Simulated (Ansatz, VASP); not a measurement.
**Al2O3 (Corundum): VASP beside Ansatz**

One calculation is typed for both programs; each brings its own data sets. How far apart do they land? The cell is taken from a series of runs on this material, whose earlier steps may have relaxed, scaled, displaced or heated it; both programs get it as it stands.

Main program and level: Ansatz 0.2.0; plane waves, with VASP 6.6.1 beside it; single point at r2SCAN with rVV10, single point at r2SCAN with D4 and single point at r2SCAN.

**1. Set-up**

The structure is trigonal, space group R-3c (No. 167). The conventional cell has a = 4.630 Å, b = 4.630 Å, c = 12.639 Å, α = 90.00°, β = 90.00°, γ = 120.00°. Nearest to Al lie 6 O at 1.81 to 1.92 Å. Nearest to O lie 4 Al at 1.81 to 1.92 Å. Farther neighbours and most contacts between anions are not listed.

Structure file:

```cif
data_structure
_symmetry_space_group_name_H-M 'R-3c:H'
_symmetry_Int_Tables_number 167
_cell_length_a 4.6300
_cell_length_b 4.6300
_cell_length_c 12.6394
_cell_angle_alpha 90.000
_cell_angle_beta 90.000
_cell_angle_gamma 120.000
_cell_volume 234.65
loop_
_atom_site_label
_atom_site_type_symbol
_atom_site_symmetry_multiplicity
_atom_site_Wyckoff_symbol
_atom_site_fract_x
_atom_site_fract_y
_atom_site_fract_z
_atom_site_occupancy
Al1 Al 12 c 0.66667 0.33333 0.18495 1
O1 O 18 e 0.64064 0.66667 0.41667 1
```

**2. Ansatz: single point, r2SCAN with rVV10**

Ansatz runs on its default PAW (the set named soft_2) files.

With cell and atoms fixed, the geometry can't cause a difference; cores, projectors, grids and the points listed under the comparison can.

input.yaml

```yaml
crystal:
  lattice:
    - [2.3150045536, 1.3365685022, 4.2131251167]
    - [-2.3150045536, 1.3365685022, 4.2131251167]
    - [0.0, -2.6731370044, 4.2131251167]
  atoms:
    - { symbol: Al, position: [0.3516197857, 0.3516197857, 0.3516197857] }
    - { symbol: Al, position: [0.1483802143, 0.1483802143, 0.1483802143] }
    - { symbol: Al, position: [0.6483802143, 0.6483802143, 0.6483802143] }
    - { symbol: Al, position: [0.8516197857, 0.8516197857, 0.8516197857] }
    - { symbol: O, position: [0.5573070338, 0.9426929662, 0.25] }
    - { symbol: O, position: [0.25, 0.5573070338, 0.9426929662] }
    - { symbol: O, position: [0.9426929662, 0.25, 0.5573070338] }
    - { symbol: O, position: [0.4426929662, 0.0573070338, 0.75] }
    - { symbol: O, position: [0.75, 0.4426929662, 0.0573070338] }
    - { symbol: O, position: [0.0573070338, 0.75, 0.4426929662] }
kpoints:
  mp_grid: { grid: [6, 6, 6] }
hamiltonian:
  xc: r2scan
  dispersion: rvv10
scf:
  occupations: { method: fixed }
  n_extra_bands: 7
  lower_state_search: "off"
  convergence: { dr2_threshold: 1.0e-09 }
output:
  eigenvalues: true
basis:
  ecutwfc: 650
```

Command:

```
ansatz run input.yaml --threads 20 --pin off --max-ram 73728MiB --backend cpu --events-out ev --progress --plain --runs-dir out
```

Numbers of over 12 decimals in the logs are rounded to 6 here.

Log:

```text
scf.n_extra_bands = 7 over 24 filled bands (N_el = 48.0): the run solves 31 bands
Engine: ansatz 0.2.0, aarch64-unknown-linux-gnu
Pseudopotentials: kind: paw
Pseudopotential: Al, paw, valence charge 3, recommended cutoff 500 eV (meta_gga), Al.paw.azcp
Pseudopotential: O, paw, valence charge 6, recommended cutoff 500 eV (meta_gga), O.paw.azcp
Functional definition: r2SCAN+rVV10
  parameter k0 = 0.174
  parameter k1 = 0.065
  parameter a1 = 4.9479
  exchange = r2scan_x(k0 = k0, k1 = k1, a1 = a1)
  correlation = r2scan_c + rvv10(11.95, 0.0093)
Crystal: 10 atoms, lattice volume = 78.217 Å³
Basis set: ecut = 650 eV, 2957 PW (Γ), exchange–correlation on 192×192×192 points (64 copies of the dense FFT grid, shifted against one another)
Bands: 31, of which v1, the nominal top of the filled ones, is band 24 counted from 1 (23 counted from 0)
Symmetry: 12 space group operations
Space group: R-3c (ITA 167), of the structure as read, at distance tolerance 4.3e-5 Å
k-points: 32 of 216
Non-local potential: Al, projectors of the file, l = 0: 2, l = 1: 2, l = 2: 1
Non-local potential: O, projectors of the file, l = 0: 2, l = 1: 2, l = 2: 1
PAW form: soft (Blöchl's): semilocal exchange-correlation on the pseudo side does not see the compensation charge
rVV10 density: all electrons in the spheres
PAW frozen core: Al, regenerated for the run's functional (the file was generated under x = pbe(κ = 0.804, μ = 0.219515), c = pbe(β = 0.066725))
PAW frozen core: O, regenerated for the run's functional (the file was generated under x = pbe(κ = 0.804, μ = 0.219515), c = pbe(β = 0.066725))
PAW one-centre angular grid: Al, 302 points (default); XC on 160 Gauss nodes
PAW one-centre angular grid: O, 302 points (default); XC on 160 Gauss nodes
Initial density: superposition of atomic densities (neutral atoms: chi_scale 0, normalization atom), corrected by the library's trained network
Initial wavefunctions: pseudopotential atomic-orbital guess
Functional: x = r2scan, c = r2scan + rvv10(b = 11.95, C = 0.0093); τ floored in thin density (d = 2e-4 eV/Å³)
SCF iter   1: F=-5587.027854 eV  HF=-5586.468394 eV  |F-HF|=5.59e-1  |Δ(HF+E_count)|=         —  Δρ=7.33e-3  dr2=2.84e-2  dr2_τ=7.49e-1  ethr=1.77e-3  ⟨swp⟩=5.8  Hψ=4524  notcnv=0  defer=145
preconditioner: auto → none  [insulator: Δε(μ)=8.077 eV  Ē_g=19.296 eV  n_scr=14 (ndim 8)  ℏωp=29.1 eV  f_vac=0.000  ε∞_Penn≈3.3]
SCF iter   2: F=-5587.052360 eV  HF=-5587.054738 eV  |F-HF|=2.38e-3  |Δ(HF+E_count)|=   5.86e-1  Δρ=5.26e-3  dr2=1.09e-2  dr2_τ=6.63e-4  ethr=5.92e-5  ⟨swp⟩=3.7  Hψ=2344  notcnv=0  defer=160
SCF iter   3: F=-5587.052288 eV  HF=-5587.054167 eV  |F-HF|=1.88e-3  |Δ(HF+E_count)|=   5.71e-4  Δρ=2.33e-3  dr2=3.73e-3  dr2_τ=1.42e-4  ethr=2.27e-5  ⟨swp⟩=2.9  Hψ=1939  notcnv=0  defer=160
SCF iter   4: F=-5587.053510 eV  HF=-5587.053711 eV  |F-HF|=2.01e-4  |Δ(HF+E_count)|=   4.56e-4  Δρ=7.43e-4  dr2=2.51e-4  dr2_τ=5.93e-5  ethr=7.78e-6  ⟨swp⟩=2.4  Hψ=1849  notcnv=0  defer=160
SCF iter   5: F=-5587.053619 eV  HF=-5587.053634 eV  |F-HF|=1.50e-5  |Δ(HF+E_count)|=   7.71e-5  Δρ=2.16e-4  dr2=1.89e-5  dr2_τ=1.05e-6  ethr=5.23e-7  ⟨swp⟩=2.1  Hψ=1651  notcnv=0  defer=158
SCF iter   6: F=-5587.053627 eV  HF=-5587.053628 eV  |F-HF|=2.81e-7  |Δ(HF+E_count)|=   6.30e-6  Δρ=4.25e-5  dr2=4.92e-7  dr2_τ=3.77e-8  ethr=3.93e-8  ⟨swp⟩=2.0  Hψ=1638  notcnv=0  defer=129
SCF iter   7: F=-5587.053716 eV  HF=-5587.053716 eV  |F-HF|=2.50e-9  |Δ(HF+E_count)|=   8.87e-5  Δρ=8.01e-6  dr2=1.66e-8  dr2_τ=1.15e-9  ethr=1.02e-9  ⟨swp⟩=2.0  Hψ=1638  notcnv=0  defer=103
SCF iter   8: F=-5587.053716 eV  HF=-5587.053716 eV  |F-HF|=5.48e-10  |Δ(HF+E_count)|=   3.97e-9  Δρ=1.17e-6  dr2=1.04e-9  dr2_τ=4.93e-11  ethr=3.45e-11  ⟨swp⟩=2.0  Hψ=1573  notcnv=0  defer=103
SCF iter   9: F=-5587.053716 eV  HF=-5587.053716 eV  |F-HF|=3.64e-12  |Δ(HF+E_count)|=  2.36e-10  Δρ=1.02e-7  dr2=6.97e-12  dr2_τ=2.95e-13  ethr=2.08e-12  ⟨swp⟩=13.9  Hψ=4663  notcnv=0
SCF 1 converged in 9 iterations: F = -5587.053716 eV  dr2 = 6.97e-12
  greatest PAW one-centre occupation: 0.869 electrons in one spin orbital (limit 2), on the O atom at site 9 (counted from 0), in its partial waves of l = 0
SCF converged after 9 iterations
Free energy (F): -5587.053716 eV
Harris-Foulkes:  -5587.053716 eV  (|F-HF|=3.64e-12)
Internal energy: -5587.053716 eV  (E = F + TS)
E sigma→0 (E₀):  -5587.053716 eV
Fermi energy:    8.461447 eV
--- Per-component energies (eV) ---
  E_band       = 73.721851
  E_kinetic    = 1212.102939
  E_local      = -1905.145717  (includes V_loc(G=0)·N_el)
  E_nonlocal   = 321.526170
  E_hartree    = 713.833371
  E_xc         = -603.425338
  E_vxc        = -784.765430  (∫ρ·V_xc dr)
  E_paw        = -2860.080282  (= ΣΔE_a)
  E_vpaw       = -244.761963  (= ΣTr[D̂ρ^β])
  E_aug_tail   = 0.001811  (compensation charges beyond the density's cutoff)
  E_vtau       = 47.097205  (kinetic-family band-sum trace: ∫τ·v_τ [+ j·A + Jᵃ·Aᵃ] dr)
  E_ewald      = -2465.434593
  E_core_change = -0.432078  (= ΣΔE_core)
  E_smearing   = -0.000000  (= −TS)
  E_closure    = 0.000000  (closes the sum)
  Σ components = -5587.053716   (vs F -5587.053716, Δ=0.00e0)
--- Band table (eV; the first three rows and the last of 32) ---
  k-point 0: bands = [... 20 lower, 7.8289, 8.3787, 8.3787, 8.4614, 16.6462, 19.2217, 21.5334, 21.7997, ... 3 higher]
  k-point 1: bands = [... 20 lower, 7.6257, 8.0389, 8.3247, 8.3841, 17.2639, 19.7721, 20.8513, 21.3362, ... 3 higher]
  k-point 2: bands = [... 20 lower, 7.4582, 7.7884, 8.1445, 8.2115, 18.5786, 20.1674, 20.2922, 20.9840, ... 3 higher]
  k-point 31: bands = [... 20 lower, 7.9796, 7.9796, 7.9796, 7.9796, 18.9512, 18.9512, 21.3468, 21.3468, ... 3 higher]
```

The column dr2 measures how far the density is from self-consistency, as an energy; F and HF (Harris–Foulkes) agree once it is small.

(Continued in part 2 of 3.)

[Lines on the potential files, build, host, timing and source positions are cut from VASP's logs without a mark.]

[Logs are printed without paths, hosts, clocks, repeated set-up lines and the standing remarks that a program may print on its own settings, such as how far it seeks lower states.]

[Hosts, paths, dates, database ids (printed as entryN), source tags and the programs' standing remarks are cut or masked in the printed files.]
